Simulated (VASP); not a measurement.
These are r2SCAN meta-GGA, VASP's PBE PAW potentials (set 64) (plane waves; VASP) values and carry that method's errors.

VASP ran on this input.

POSCAR:
```
Ca
1.0
 -2.2156299160   2.2156299160   2.2156299160
  2.2156299160  -2.2156299160   2.2156299160
  2.2156299160   2.2156299160  -2.2156299160
Ca
1
Cart
  0.0000000000   0.0000000000   0.0000000000
```

**INCAR**
```
LMIXTAU  =  .TRUE.
IBRION  =  2
ALGO  =  Normal   # blocked Davidson
METAGGA  =  R2SCAN
LASPH  =  .TRUE.   # aspherical one-centre terms
SIGMA  =  0.1
SYSTEM  =  Ca
LREAL  =  .FALSE.   # projection in real space or not
LCHARG  =  .FALSE.
NSW  =  60
NELM  =  100
ISMEAR  =  1   # Methfessel-Paxton
EDIFFG  =  -0.01   # ionic stop
ISIF  =  3   # ions, shape and volume
PREC  =  Accurate
ENCUT  =  400
LWAVE  =  .FALSE.
EDIFF  =  1E-6   # SCF stop (eV)
```

File KPOINTS:
```
Automatic mesh
0
Gamma
11 11 11
0 0 0
```

POTCAR, in this order: Ca_sv (PBE.64 set). Program: vasp_std.

The resulting files:

File OUTCAR:
```
 ion  position               nearest neighbor table
   1  0.000  0.000  0.000-
  LATTYP: Found a body centered cubic cell.
 ALAT       =     4.4312598320
 Subroutine PRICEL returns:
 Original cell was already a primitive cell.
 Subroutine GETGRP returns: Found 48 space group operations
The static configuration has the point symmetry O_h .
The dynamic configuration has the point symmetry O_h .
 Subroutine INISYM returns: Found 48 space group operations
 Subroutine IBZKPT returns following result:
 Found     56 irreducible k-points:

 Following reciprocal coordinates:
            Coordinates               Weight
  0.000000  0.000000  0.000000      1.000000
  0.090909  0.000000  0.000000     12.000000
  0.181818  0.000000  0.000000     12.000000
  0.272727  0.000000  0.000000     12.000000
  0.363636  0.000000  0.000000     12.000000
  0.454545  0.000000  0.000000     12.000000
  0.090909  0.090909  0.000000     24.000000
  0.181818  0.090909  0.000000     48.000000
  0.272727  0.090909  0.000000     48.000000
  0.363636  0.090909 -0.000000     48.000000
...
```

File OSZICAR:
```
       N       E                     dE             d eps       ncg     rms          rms(c)
DAV:   1     0.498360413929E+02    0.49836E+02   -0.46992E+03  1024   0.852E+02
DAV:   2    -0.783243721355E+01   -0.57668E+02   -0.57450E+02  1048   0.218E+02
DAV:   3    -0.913039494868E+01   -0.12980E+01   -0.12886E+01  1610   0.326E+01
DAV:   4    -0.918186678694E+01   -0.51472E-01   -0.51386E-01  1581   0.460E+00
DAV:   5    -0.918273882048E+01   -0.87203E-03   -0.87146E-03  1666   0.427E-01    0.647E-01
DAV:   6    -0.676248334141E+01    0.24203E+01   -0.34912E+00  1066   0.160E+01    0.225E+00
DAV:   7    -0.703299112540E+01   -0.27051E+00   -0.16976E-01  1457   0.405E+00    0.257E+00
DAV:   8    -0.679744128979E+01    0.23555E+00   -0.55182E-02  1471   0.274E+00    0.183E+00
DAV:   9    -0.650031735052E+01    0.29712E+00   -0.99773E-02  1212   0.480E+00    0.113E+00
DAV:  10    -0.675900176864E+01   -0.25868E+00   -0.13083E-01  1310   0.360E+00    0.483E-01
DAV:  11    -0.675400472117E+01    0.49970E-02   -0.63505E-03  1728   0.460E-01    0.416E-01
DAV:  12    -0.684701540153E+01   -0.93011E-01   -0.17161E-02  1125   0.159E+00    0.886E-01
DAV:  13    -0.701090081098E+01   -0.16389E+00   -0.95560E-02  1088   0.269E+00    0.398E-01
DAV:  14    -0.701119813374E+01   -0.29732E-03   -0.26251E-03  1713   0.299E-01    0.418E-01
DAV:  15    -0.701030389392E+01    0.89424E-03   -0.74189E-05  1100   0.965E-02    0.458E-01
DAV:  16    -0.700825217619E+01    0.20517E-02   -0.20295E-03  1022   0.503E-01    0.210E-01
DAV:  17    -0.701293419176E+01   -0.46820E-02   -0.29330E-03  1152   0.612E-01    0.247E-01
DAV:  18    -0.700995168351E+01    0.29825E-02   -0.10678E-03  1119   0.351E-01    0.462E-01
DAV:  19    -0.700997606027E+01   -0.24377E-04   -0.65963E-04  1320   0.351E-01    0.594E-01
DAV:  20    -0.700919329272E+01    0.78277E-03   -0.24402E-04  1380   0.197E-01    0.721E-01
DAV:  21    -0.700889901775E+01    0.29427E-03   -0.12120E-04  1127   0.166E-01    0.753E-01
DAV:  22    -0.701056490339E+01   -0.16659E-02   -0.37312E-04  1022   0.258E-01    0.776E-01
DAV:  23    -0.701108416326E+01   -0.51926E-03   -0.61679E-04  1020   0.386E-01    0.635E-01
DAV:  24    -0.701225783669E+01   -0.11737E-02   -0.40795E-04  1111   0.280E-01    0.512E-01
DAV:  25    -0.701298469744E+01   -0.72686E-03   -0.40260E-04  1056   0.290E-01    0.307E-01
DAV:  26    -0.701322493586E+01   -0.24024E-03   -0.21554E-04  1150   0.205E-01    0.174E-01
DAV:  27    -0.701330110877E+01   -0.76173E-04   -0.64244E-05  1052   0.108E-01    0.107E-01
DAV:  28    -0.701332240164E+01   -0.21293E-04   -0.40666E-05  1039   0.943E-02    0.541E-02
DAV:  29    -0.701332646315E+01   -0.40615E-05   -0.17978E-05  1026   0.590E-02    0.285E-02
DAV:  30    -0.701333506869E+01   -0.86055E-05   -0.12065E-05  1027   0.500E-02    0.133E-02
DAV:  31    -0.701333267550E+01    0.23932E-05   -0.55748E-06  1024   0.289E-02    0.739E-03
DAV:  32    -0.701333068158E+01    0.19939E-05   -0.47578E-06  1048   0.292E-02    0.150E-03
DAV:  33    -0.701332714174E+01    0.35398E-05   -0.29285E-06  1057   0.204E-02    0.861E-04
DAV:  34    -0.701332523885E+01    0.19029E-05   -0.50003E-07   652   0.906E-03    0.865E-04
DAV:  35    -0.701332660977E+01   -0.13709E-05   -0.28114E-07   565   0.613E-03    0.390E-04
DAV:  36    -0.701332665078E+01   -0.41007E-07   -0.53699E-08   528   0.221E-03
   1 F= -.70133267E+01 E0= -.70131219E+01  d E =-.701333E+01
```

**OUTCAR**
```
------------------------ aborting loop because EDIFF is reached ----------------------------------------
  FORCE on cell =-STRESS in cart. coord.  units (eV):
  Direction    XX          YY          ZZ          XY          YZ          ZX
  --------------------------------------------------------------------------------------
  Total       -0.0076848     -0.0076848     -0.0076848      0.0000000      0.0000000     -0.0000000
  in kB       -0.2830034     -0.2830034     -0.2830034      0.0000000      0.0000000     -0.0000000
  external PRESSURE =      -0.2830034 kB  Pullay stress =       0.0000000 kB
  volume of cell :       43.51
      direct lattice vectors                 reciprocal lattice vectors
    -2.215629916  2.215629916  2.215629916     0.000000000  0.225669457  0.225669457
     2.215629916 -2.215629916  2.215629916     0.225669457  0.000000000  0.225669457
     2.215629916  2.215629916 -2.215629916     0.225669457  0.225669457  0.000000000
 POSITION                                       TOTAL-FORCE (eV/Angst)
 -----------------------------------------------------------------------------------
      0.00000      0.00000      0.00000         0.000000      0.000000      0.000000
 -----------------------------------------------------------------------------------
    total drift:                                0.000000     -0.000000      0.000000
  FREE ENERGIE OF THE ION-ELECTRON SYSTEM (eV)
  ---------------------------------------------------
  free  energy   TOTEN  =        -7.0133266508 eV

  energy  without entropy=       -7.0127123967  energy(sigma->0) =       -7.01312190

 reached required accuracy - stopping structural energy minimisation
```
(Selected blocks of OUTCAR.)

### OUTCAR
```
 val. band max:        1.9124972354   @ k =   0.3636   0.1818   0.0909

 cond. band min:       1.9355423014   @ k =   0.3636   0.2727  -0.0000


 Fermi energy:         1.9180130061

 k-point     1 :       0.0000    0.0000    0.0000
  band No.  band energies     occupation
      1     -41.9832      2.00000
      2     -22.0121      2.00000
      3     -22.0120      2.00000
      4     -22.0120      2.00000
      5      -2.3515      2.00000
      6       4.5447      0.00000
      7       4.5447      0.00000
      8       4.5448      0.00000
      9       5.6098      0.00000

 k-point     2 :       0.0909    0.0000    0.0000
  band No.  band energies     occupation
      1     -41.9821      2.00000
      2     -22.0228      2.00000
      3     -22.0156      2.00000
      4     -22.0120      2.00000
      5      -2.1972      2.00000
      6       4.4460      0.00000
      7       4.4739      0.00000
      8       4.6584      0.00000
      9       5.4999      0.00000

 k-point     3 :       0.1818    0.0000    0.0000
  band No.  band energies     occupation
      1     -41.9792      2.00000
      2     -22.0514      2.00000
      3     -22.0250      2.00000
      4     -22.0120      2.00000
      5      -1.7463      2.00000
      6       4.1393      0.00000
      7       4.1995      0.00000
      8       4.9884      0.00000
      9       5.3917      0.00000

 k-point     4 :       0.2727    0.0000    0.0000
  band No.  band energies     occupation
      1     -41.9754      2.00000
      2     -22.0884      2.00000
      3     -22.0373      2.00000
      4     -22.0120      2.00000
      5      -1.0358      2.00000
      6       3.5270     -0.00000
      7       3.9102     -0.00000
      8       5.4473      0.00000
      9       5.4982      0.00000

 k-point     5 :       0.3636    0.0000    0.0000
  band No.  band energies     occupation
      1     -41.9720      2.00000
      2     -22.1221      2.00000
      3     -22.0487      2.00000
...
```

The structure comes from a measured Ca entry (Im-3m) of the Crystallography Open Database, whose conditions weren't checked. It was relaxed first. The start is the result of an earlier pass.
